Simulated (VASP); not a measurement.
```
CELL_PARAMETERS angstrom
      1.83631    -3.18059     0.00000
      1.83631     3.18059     0.00000
      0.00000     0.00000     4.92102
ATOMIC_POSITIONS crystal
  Pt 0.00000 0.00000 0.00000
  Se 0.33333 0.66667 0.25239
  Se 0.66667 0.33333 0.74761
```

Method: AM05 GGA, VASP's PBE PAW potentials (set 64) (plane waves; VASP). Settings: 520 eV cut-off, 9×9×6 Γ-centred mesh, first-order Methfessel-Paxton smearing of 0.10 eV, potentials Pt Se.

Without a dispersion term in the relaxation, distances and binding between the weakly bound layers, chains or molecules are unreliable, and so is what depends on them.

Task: The ions and cell shape at fixed volume are relaxed. Predict the relaxed structure.

Result: 
```
CELL_PARAMETERS angstrom
      1.87020    -3.23928     0.00000
      1.87020     3.23928     0.00000
      0.00000     0.00000     4.74430
ATOMIC_POSITIONS crystal
  Pt 0.00000 0.00000 0.00000
  Se 0.33333 0.66667 0.26593
  Se 0.66667 0.33333 0.73407
```
Space group P-3m1 (164), at a tolerance of 0.03 Å.

Task: How much energy does the relaxation gain?

Result: The energy (σ→0) changes by -24.8 meV/atom, in 6 ionic steps.

The compound is PtSe2 in the 1T layered structure. This cell is one point of a volume scan, at 0.94 of the reference volume. Symmetry was kept, so distortions that lower it aren't found.
